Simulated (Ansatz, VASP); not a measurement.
# CoO (zincblende prototype) in two plane-wave programs, part 2 of 3

Aim: how closely do two programs agree when they are given the same cell, functional and k mesh? The cell is invented: As first built, before any earlier steps moved the atoms (in the runner's words): zincblende prototype, lattice guessed from radii. It may not be a known or stable phase. The cell is taken from a series of runs on this material, whose earlier steps may have relaxed, scaled, displaced or heated it; both programs get it as it stands.

VASP 6.6.1 and Ansatz 0.2.0.

So far: The structure; Ansatz: single point, LDA, DFT+U, pair 1.

### 3. VASP: single point, LDA, DFT+U, pair 1

Level of this step: LDA, DFT+U (Co d 4.38 eV), spin-polarised from a ferromagnetic start; plane waves and PAW (Co, O); invented cell (VASP).

The same cell, functional (in two slightly different forms), mesh and smearing now go to VASP, with its own data sets.

Lines of VASP's logs that name or quote its potential files are left out, and so is its time.

Input file INCAR:

```
SYSTEM = CoO
PREC = Accurate
ENCUT = 520
EDIFF = 1E-06
NELM = 200
ISMEAR = -1
SIGMA = 0.05
LREAL = .FALSE.
ALGO = Normal
GGA = PW92
NBANDS = 27
ISPIN = 2
MAGMOM = 2.46 2.46 0.21 0.21
LDAU = .TRUE.
LDAUTYPE = 2
LDAUL = 2 -1
LDAUU = 4.38 0
LDAUJ = 0 0
LDAUPRINT = 1
LASPH = .TRUE.
LMAXMIX = 4
LORBIT = 11
LWAVE = .FALSE.
LCHARG = .FALSE.
ISIF = 2
GGA_COMPAT = .FALSE.
KPAR = 2
```

Input file POSCAR:

```
CoO
1.0
    0.0000000000     -2.2851447630     -2.2851447630
   -2.2851447630      0.0000000000     -2.2851447630
    2.2851447630      2.2851447630     -4.5702895260
Co O
2 2
Direct
    0.5000000000      0.5000000000      0.5000000000
    0.0000000000      0.0000000000      0.0000000000
    0.1250000000      0.1250000000      0.6250000000
    0.6250000000      0.6250000000      0.1250000000
```

Input file KPOINTS:

```
Automatic mesh
0
Gamma
10 10 10
0 0 0
```

The projector-augmented-wave data sets are Co and O (LDA family, release 64).

Launch:

```bash
$ mpirun -np 2 vasp_std
```

Numbers of over 12 decimals in the logs are rounded to 6 here.

What it wrote:

```text
[banner, memory and clock lines left out]
running    2 mpi-ranks, on    1 nodes
 distrk:  each k-point on    1 cores,    2 groups
 distr:  one band on    1 cores,    1 groups

 POSCAR found type information on POSCAR CoO
 POSCAR found :  2 types and       4 ions
|                                                                             |
|               ----> ADVICE to this user running VASP <----                  |
|                                                                             |
|     You enforced a specific xc type in the INCAR file but a different       |
|     [... a line on the potential file left out ...]
|     I HOPE YOU KNOW WHAT YOU ARE DOING!                                     |
|                                                                             |

 LDA part: xc-table for (Slater(with rela. corr.)+PW92), standard interpolation
 POSCAR, INCAR and KPOINTS ok, starting setup
 FFT: planning ... GRIDC
 FFT: planning ... GRID_SOFT
 FFT: planning ... GRID
 WAVECAR not read
 entering main loop
       N       E                     dE             d eps       ncg     rms          rms(c)
DAV:   1     0.252933049674E+03    0.25293E+03   -0.13437E+04 12584   0.128E+03
DAV:   2     0.500449982789E+00   -0.25243E+03   -0.22608E+03 12887   0.307E+02
DAV:   3    -0.282587704562E+02   -0.28759E+02   -0.27861E+02 13925   0.119E+02
DAV:   4    -0.289072345481E+02   -0.64846E+00   -0.64645E+00 13529   0.185E+01
DAV:   5    -0.289252403247E+02   -0.18006E-01   -0.18003E-01 16226   0.289E+00    0.250E+01
DAV:   6    -0.258408103758E+02    0.30844E+01   -0.39153E+01 16138   0.962E+01    0.317E+01
DAV:   7    -0.249009300470E+02    0.93988E+00   -0.78019E+00 15241   0.530E+01    0.137E+01
DAV:   8    -0.257180728818E+02   -0.81714E+00   -0.30776E+00 17169   0.129E+01    0.894E+00
DAV:   9    -0.259544917664E+02   -0.23642E+00   -0.82671E-01 17944   0.843E+00    0.177E+00
DAV:  10    -0.261309903364E+02   -0.17650E+00   -0.22507E-01 17090   0.899E+00    0.888E-01
DAV:  11    -0.261447695718E+02   -0.13779E-01   -0.53151E-02 17046   0.335E+00    0.464E-01
DAV:  12    -0.261507395270E+02   -0.59700E-02   -0.53052E-03 16599   0.146E+00    0.218E-01
DAV:  13    -0.261521091469E+02   -0.13696E-02   -0.16720E-03 16094   0.447E-01    0.119E-01
DAV:  14    -0.261526750494E+02   -0.56590E-03   -0.10135E-03 17291   0.271E-01    0.617E-02
DAV:  15    -0.261526709326E+02    0.41168E-05   -0.12796E-04 14884   0.138E-01    0.244E-02
DAV:  16    -0.261526746771E+02   -0.37445E-05   -0.32252E-05 14574   0.746E-02    0.742E-03
DAV:  17    -0.261526745810E+02    0.96113E-07   -0.21857E-06  9613   0.217E-02
   1 F= -.26152675E+02 E0= -.26152672E+02  d E =-.428099E-05  mag=     6.0001
```

Parts of OUTCAR (step 3):

```text
ion  position               nearest neighbor table
   1  0.500  0.500  0.500-   3 1.98   3 1.98   3 1.98   4 1.98
   2  0.000  0.000  0.000-   4 1.98   4 1.98   3 1.98   4 1.98
   3  0.125  0.125  0.625-   1 1.98   2 1.98   1 1.98   1 1.98
   4  0.625  0.625  0.125-   1 1.98   2 1.98   2 1.98   2 1.98

  LATTYP: Found a trigonal (rhomboedric) cell.
 ALAT       =     5.5974386577
 COS(alpha) =     0.8333333333

 Subroutine GETGRP returns: Found  6 space group operations
 (whereof  6 operations were pure point group operations)

The static configuration has the point symmetry C_3v.

 Found    116 irreducible k-points:

   k-points           NKPTS =    116   k-points in BZ     NKDIM =    116   number of bands    NBANDS=     27

   dimension x,y,z NGX =    24 NGY =   24 NGZ =   42
   dimension x,y,z NGXF=    48 NGYF=   48 NGZF=   84

   ENCUT  =  520.0 eV  38.22 Ry    6.18 a.u.   6.01  6.01 10.41*2*pi/ulx,y,z

   NELECT =      30.0000    total number of electrons

 k-points in reciprocal lattice and weights: Automatic mesh
   0.00000000  0.00000000  0.00000000       0.001
   0.10000000  0.00000000  0.00000000       0.006
   0.20000000  0.00000000  0.00000000       0.006
   0.30000000  0.00000000  0.00000000       0.006
   0.40000000  0.00000000  0.00000000       0.006
   0.50000000  0.00000000 -0.00000000       0.003
   0.10000000  0.10000000  0.00000000       0.006
   0.20000000  0.10000000  0.00000000       0.012
   0.30000000  0.10000000 -0.00000000       0.012
[...]
-0.0000  0.0000  0.0000 -0.0000  0.9733

spin component  2

  0.1245  0.0000 -0.0000  0.0000  0.0000
  0.0000  0.1245 -0.0000 -0.0000  0.0000
 -0.0000 -0.0000  0.9537 -0.0000 -0.0000
  0.0000 -0.0000 -0.0000  0.1245 -0.0000
  0.0000  0.0000 -0.0000 -0.0000  0.9537

 occupancies and eigenvectors

  o =  0.1245  v =  0.0000  0.0000  0.0000  0.0000  0.0000  0.5774 -0.5774 -0.0000 -0.5774  0.0000      0.0000  0.0000  0.0000  0.0000  0.0000  0.0000  0.0000  0.0000  0.0000  0.0000
  o =  0.1245  v =  0.0000  0.0000  0.0000  0.0000  0.0000  0.6262  0.7669  0.0000 -0.1407 -0.0000      0.0000  0.0000  0.0000  0.0000  0.0000  0.0000  0.0000  0.0000  0.0000  0.0000
  o =  0.1245  v =  0.0000  0.0000  0.0000  0.0000  0.0000 -0.5240  0.2803 -0.0000 -0.8043 -0.0000      0.0000  0.0000  0.0000  0.0000  0.0000  0.0000  0.0000  0.0000  0.0000  0.0000
  o =  0.9537  v =  0.0000  0.0000  0.0000  0.0000  0.0000  0.0000  0.0000 -1.0000  0.0000  0.0000      0.0000  0.0000  0.0000  0.0000  0.0000  0.0000  0.0000  0.0000  0.0000  0.0000
  o =  0.9537  v =  0.0000  0.0000  0.0000  0.0000  0.0000  0.0000  0.0000  0.0000 -0.0000  1.0000      0.0000  0.0000  0.0000  0.0000  0.0000  0.0000  0.0000  0.0000  0.0000  0.0000
  o =  0.9733  v = -0.0001 -0.0002 -0.4185  0.0001  0.9082  0.0000  0.0000  0.0000  0.0000  0.0000      0.0000  0.0000  0.0000  0.0000  0.0000  0.0000  0.0000  0.0000  0.0000  0.0000
  o =  0.9733  v = -0.0002 -0.0000 -0.9082 -0.0002 -0.4185  0.0000  0.0000  0.0000  0.0000  0.0000      0.0000  0.0000  0.0000  0.0000  0.0000  0.0000  0.0000  0.0000  0.0000  0.0000
  o =  0.9935  v =  0.5774 -0.5774 -0.0000 -0.5774  0.0000  0.0000  0.0000  0.0000  0.0000  0.0000      0.0000  0.0000  0.0000  0.0000  0.0000  0.0000  0.0000  0.0000  0.0000  0.0000
  o =  0.9935  v =  0.7884  0.2103 -0.0003  0.5781 -0.0001  0.0000  0.0000  0.0000  0.0000  0.0000      0.0000  0.0000  0.0000  0.0000  0.0000  0.0000  0.0000  0.0000  0.0000  0.0000
  o =  0.9935  v = -0.2123 -0.7889  0.0001  0.5766 -0.0003  0.0000  0.0000  0.0000  0.0000  0.0000      0.0000  0.0000  0.0000  0.0000  0.0000  0.0000  0.0000  0.0000  0.0000  0.0000

 average (electrostatic) potential at core
       1 -83.3135       2 -83.3135       3 -71.1429       4 -71.1429

 E-fermi :   5.0222

 spin component 1
 k-point     1 :       0.0000    0.0000    0.0000
  band No.  band energies     occupation
    ...
     14       3.8165      1.00000
     15       3.8165      1.00000
     16       4.6058      0.99976
     17       4.6058      0.99976
     18       4.6059      0.99976
     19       5.3110      0.00309
     20      10.6200      0.00000
     21      11.9406      0.00000
     22      17.9746      0.00000
     23      17.9746      0.00000
    ...

 k-point     2 :       0.1000    0.0000    0.0000
  band No.  band energies     occupation
    ...
     14       3.5493      1.00000
     15       3.7535      1.00000
     16       4.1087      1.00000
     17       4.4979      0.99997
     18       4.5275      0.99995
     19       5.9627      0.00000
     20      10.9794      0.00000
     21      11.9377      0.00000
     22      17.1224      0.00000
     23      18.0790      0.00000
    ...

 k-point     3 :       0.2000    0.0000    0.0000
  band No.  band energies     occupation
    ...
     14       2.9624      1.00000
     15       3.4144      1.00000
     16       3.5836      1.00000
     17       4.1991      1.00000
     18       4.3023      1.00000
     19       7.0512      0.00000
     20      11.5997      0.00000
     21      12.1881      0.00000
     22      15.7996      0.00000
     23      16.7482      0.00000
    ...

 k-point     4 :       0.3000    0.0000    0.0000
  band No.  band energies     occupation
    ...
     14       2.5371      1.00000
     15       2.6614      1.00000
     16       3.3618      1.00000
     17       3.7851      1.00000
     18       3.9512      1.00000
     19       8.2909      0.00000
     20      11.6064      0.00000
     21      13.0643      0.00000
     22      14.8842      0.00000
     23      15.4029      0.00000
    ...

 k-point     5 :       0.4000    0.0000    0.0000
  band No.  band energies     occupation
    ...
     14       1.8504      1.00000
     15       2.6221      1.00000
     16       3.1778      1.00000
     17       3.3839      1.00000
     18       3.5045      1.00000
     19       9.5417      0.00000
     20      11.3415      0.00000
     21      13.3246      0.00000
     22      14.2727      0.00000
     23      15.0361      0.00000
    ...

 k-point     6 :       0.5000    0.0000   -0.0000
  band No.  band energies     occupation
    ...
     14       1.0477      1.00000
     15       3.0226      1.00000
     16       3.0226      1.00000
     17       3.1564      1.00000
     18       3.1564      1.00000
     19      10.6330      0.00000
     20      10.6330      0.00000
     21      13.5321      0.00000
     22      13.5321      0.00000
     23      15.6783      0.00000
    ...

  Total       -2.4711077     -2.4711077     -2.4711077      0.0001157     -0.0001157     -0.0001157
  in kB      -82.9470810    -82.9470810    -82.9470810      0.0038837     -0.0038837     -0.0038837
  external PRESSURE =     -82.9470810 kB  Pullay stress =       0.0000000 kB

  energy-cutoff  :      520.00
  volume of cell :       47.73
      direct lattice vectors                 reciprocal lattice vectors
     0.000000000 -2.285144763 -2.285144763     0.109402259 -0.328206778 -0.109402259
    -2.285144763  0.000000000 -2.285144763    -0.328206778  0.109402259 -0.109402259
     2.285144763  2.285144763 -4.570289526     0.109402259  0.109402259 -0.109402259

 POSITION                                       TOTAL-FORCE (eV/Angst)
 -----------------------------------------------------------------------------------
      0.00000      0.00000     -4.57029         0.000023      0.000023     -0.000023
      0.00000      0.00000      0.00000         0.000023      0.000023     -0.000023
      1.14257      1.14257     -3.42772        -0.000023     -0.000023      0.000023
     -1.14257     -1.14257     -3.42772        -0.000023     -0.000023      0.000023
 -----------------------------------------------------------------------------------
    total drift:                                0.000045      0.000045     -0.000022

  FREE ENERGIE OF THE ION-ELECTRON SYSTEM (eV)
  ---------------------------------------------------
  free  energy   TOTEN  =       -26.1526745810 eV

  energy  without entropy=      -26.1526703000  energy(sigma->0) =      -26.15267244

 total charge
# of ion       s       p       d       tot
------------------------------------------
    1        0.356   0.433   7.181   7.971
    2        0.356   0.433   7.181   7.971
    3        1.534   3.449   0.000   4.983
    4        1.534   3.449   0.000   4.983
--------------------------------------------------
tot          3.780   7.766  14.362  25.908

 magnetization (x)
# of ion       s       p       d       tot
------------------------------------------
    1        0.017   0.049   2.644   2.709
    2        0.017   0.049   2.644   2.709
    3        0.014   0.176   0.000   0.190
    4        0.014   0.176   0.000   0.190
--------------------------------------------------
tot          0.061   0.449   5.287   5.798

[... 6 further parts left out ...]
```

The magnetic state follows from one typed start and may not be the lowest.

### 4. Side by side

Known differences besides the potentials themselves: VASP starts from the moments at which Ansatz ended; U acts on the PAW sphere in VASP and on atomic orbitals in Ansatz, so only states and trends compare; the data sets hold 46 valence electrons in Ansatz (on its default PAW (the set named soft_2) files) and 30 in VASP; the cutoff is 420 eV in Ansatz and 520 eV in VASP; VASP's log shows a relativistic correction to its local exchange, Ansatz's none; site moments are counted in spheres of each program's own size. Total energies have different zeros and are not compared.

The two programs side by side:

```
          quantity  Ansatz  VASP  difference
 total moment (μB)    6.00  6.00        0.00
moment on Co1 (μB)    2.46  2.71       -0.25
moment on Co2 (μB)    2.46  2.71       -0.25
 moment on O3 (μB)    0.21  0.19       +0.02
 moment on O4 (μB)    0.21  0.19       +0.02
```

### 5. Ansatz: single point, LDA, DFT+U, pair 2

A single point gives forces, pressure and levels at one fixed geometry, so differences don't come from the geometry; what else differs is listed under the comparison.

The cell is taken from a series of runs on this material, whose earlier steps may have relaxed, scaled, displaced or heated it; both programs get it as it stands.

Input file input.yaml:

```yaml
crystal:
  lattice:
    - [0.0, -2.285144763, -2.285144763]
    - [-2.285144763, 0.0, -2.285144763]
    - [2.285144763, 2.285144763, -4.570289526]
  atoms:
    - { symbol: Co, position: [0.5, 0.5, 0.5], spin: 3.0 }
    - { symbol: Co, position: [0.0, 0.0, 0.0], spin: 3.0 }
    - { symbol: O, position: [0.125, 0.125, 0.625] }
    - { symbol: O, position: [0.625, 0.625, 0.125] }
magnetization:
  spin_polarized: true
kpoints:
  mp_grid: { grid: [10, 10, 10] }
hamiltonian:
  xc: lda
  hubbard:
    sites:
      - { species: Co, l: d, u_eff: 5.25 }
      - { site: 0, l: d, u_eff: 5.25, starting_ns: [{ spin: up, occupation_matrix: co1_major }, { spin: down, occupation_matrix: co1_minor }] }
      - { site: 1, l: d, u_eff: 5.25, starting_ns: [{ spin: up, occupation_matrix: co1_major }, { spin: down, occupation_matrix: co1_minor }] }
    projectors: ortho-atomic
    occupation_matrices:
      co1_major:
        matrix:
          - [0.999, 0.0, 0.0, 0.0, 0.0]
          - [0.0, 0.994, 0.0, 0.0, 0.0]
          - [0.0, 0.0, 0.994, 0.0, 0.0]
          - [0.0, 0.0, 0.0, 0.999, 0.0]
          - [0.0, 0.0, 0.0, 0.0, 0.994]
      co1_minor:
        matrix:
          - [0.989, 0.0, 0.0, 0.0, 0.0]
          - [0.0, 0.115, 0.0, 0.0, 0.0]
          - [0.0, 0.0, 0.115, 0.0, 0.0]
          - [0.0, 0.0, 0.0, 0.989, 0.0]
          - [0.0, 0.0, 0.0, 0.0, 0.115]
scf:
  occupations: { method: fermi_dirac, width: 0.05 }
output:
  eigenvalues: true
```

Launch:

```bash
$ ansatz run input.yaml --threads 4 --pin off --max-ram 8192MiB --backend cpu --events-out ev --progress --plain --runs-dir out
```

What it wrote:

```text
[...]
Crystal: 4 atoms, lattice volume = 47.731 Å³
Basis set: ecut = 420 eV, 923 PW (Γ)
Bands: 32, of which v1, the nominal top of the filled ones, is band 23 counted from 1 (22 counted from 0)
Symmetry: 12 space group operations
[...]
k-points: 116 of 1000 (time reversal used)
[...]
Starting moments: Σ|m| = 6 μB on 2 of 4 sites
[...]
k-point 0 ↑: bands = [... 19 lower, 5.0021, 5.0021, 8.5194, 8.5194, 9.4068, 9.4068, 9.4068, 9.9695, ... 5 higher]
  k-point 1 ↑: bands = [... 19 lower, 4.9957, 5.0839, 8.5457, 8.5457, 9.1658, 9.3879, 9.3879, 10.2279, ... 5 higher]
  k-point 2 ↑: bands = [... 19 lower, 4.9814, 5.5142, 8.6206, 8.6206, 8.7555, 9.3335, 9.3335, 10.6911, ... 5 higher]
  k-point 115 ↓: bands = [... 19 lower, 8.0858, 11.1536, 11.1536, 12.5878, 12.5878, 12.7307, 12.7307, 17.4300, ... 5 higher]
Occupation matrices written to <dir>
[key lines of the parts left out:]
SCF converged after 12 iterations
Magnetization: 6.0000 μB (26.0000 up, 20.0000 down)
Free energy (F): -11229.721786 eV
Fermi energy:    9.756577 eV
```

### 6. VASP: single point, LDA, DFT+U, pair 2

The same cell, functional (in two slightly different forms), mesh and smearing now go to VASP, with its own data sets.

Changes to INCAR since step 3:

```diff
@@ -12,3 +12,3 @@
 ISPIN = 2
-MAGMOM = 2.46 2.46 0.21 0.21
+MAGMOM = 2.48 2.48 0.19 0.19
 LDAU = .TRUE.
@@ -16,3 +16,3 @@
 LDAUL = 2 -1
-LDAUU = 4.38 0
+LDAUU = 5.25 0
 LDAUJ = 0 0
```

POSCAR is that of step 3.

KPOINTS is that of step 3.

Launch:

```bash
$ mpirun -np 2 vasp_std
```

What it wrote:

```text
[banner, memory and clock lines left out]
running    2 mpi-ranks, on    1 nodes
[...]
[... a notice as in an earlier step ...]

 LDA part: xc-table for (Slater(with rela. corr.)+PW92), standard interpolation
 POSCAR, INCAR and KPOINTS ok, starting setup
[...]
entering main loop
       N       E                     dE             d eps       ncg     rms          rms(c)
DAV:   1     0.254095758971E+03    0.25410E+03   -0.13463E+04 12584   0.129E+03
DAV:   2     0.195591153069E+01   -0.25214E+03   -0.22592E+03 12868   0.307E+02
DAV:   3    -0.270172821447E+02   -0.28973E+02   -0.28134E+02 13893   0.120E+02
DAV:   4    -0.276674171343E+02   -0.65013E+00   -0.64815E+00 13525   0.186E+01
[...]
DAV:  15    -0.257568582504E+02   -0.54833E-05   -0.13362E-04 15791   0.156E-01    0.263E-02
DAV:  16    -0.257568633275E+02   -0.50771E-05   -0.38235E-05 15103   0.784E-02    0.750E-03
DAV:  17    -0.257568635160E+02   -0.18846E-06   -0.22238E-06  9573   0.209E-02
   1 F= -.25756864E+02 E0= -.25756863E+02  d E =-.822969E-06  mag=     6.0000
```

Parts of OUTCAR (step 6):

```text
  Total       -2.2983503     -2.2983503     -2.2983503      0.0001796     -0.0001796     -0.0001796
  in kB      -77.1481744    -77.1481744    -77.1481744      0.0060299     -0.0060299     -0.0060299
  external PRESSURE =     -77.1481744 kB  Pullay stress =       0.0000000 kB

 POSITION                                       TOTAL-FORCE (eV/Angst)
 -----------------------------------------------------------------------------------
      0.00000      0.00000     -4.57029         0.000044      0.000044     -0.000044
      0.00000      0.00000      0.00000         0.000044      0.000044     -0.000044
      1.14257      1.14257     -3.42772        -0.000044     -0.000044      0.000044
     -1.14257     -1.14257     -3.42772        -0.000044     -0.000044      0.000044
 -----------------------------------------------------------------------------------
    total drift:                                0.000028      0.000028     -0.000006

  FREE ENERGIE OF THE ION-ELECTRON SYSTEM (eV)
  ---------------------------------------------------
  free  energy   TOTEN  =       -25.7568635160 eV

  energy  without entropy=      -25.7568626930  energy(sigma->0) =      -25.75686310

 magnetization (x)
# of ion       s       p       d       tot
------------------------------------------
    1        0.017   0.046   2.683   2.747
    2        0.017   0.046   2.683   2.747
    3        0.012   0.152   0.000   0.164
    4        0.012   0.152   0.000   0.164
--------------------------------------------------
tot          0.058   0.397   5.367   5.821

[... 2 parts as in an earlier step ...]

[... 1 further part left out ...]
[key lines of the parts left out:]
E-fermi :   4.9687
```

The run ends at a pressure of -7.71 GPa.

### 7. Differences

What differs besides the data sets and the points named for the pairs above, as far as they apply: the data sets hold 46 valence electrons in Ansatz (on its default PAW (the set named soft_2) files) and 30 in VASP. Total energies have different zeros and are not compared.

The two programs side by side:

```
          quantity  Ansatz  VASP  difference
 total moment (μB)    6.00  6.00        0.00
moment on Co1 (μB)    2.48  2.75       -0.27
moment on Co2 (μB)    2.48  2.75       -0.27
 moment on O3 (μB)    0.19  0.16       +0.02
 moment on O4 (μB)    0.19  0.16       +0.02
```

[end of part 2 of 3]

[Lines on the potential files, build, host, timing and source positions are cut from VASP's logs without a mark.]

[Logs are printed without paths, hosts, clocks, repeated set-up lines and the standing remarks that a program may print on its own settings, such as how far it seeks lower states.]

[Hosts, paths, dates, database ids (printed as entryN), source tags and the programs' standing remarks are cut or masked in the printed files.]
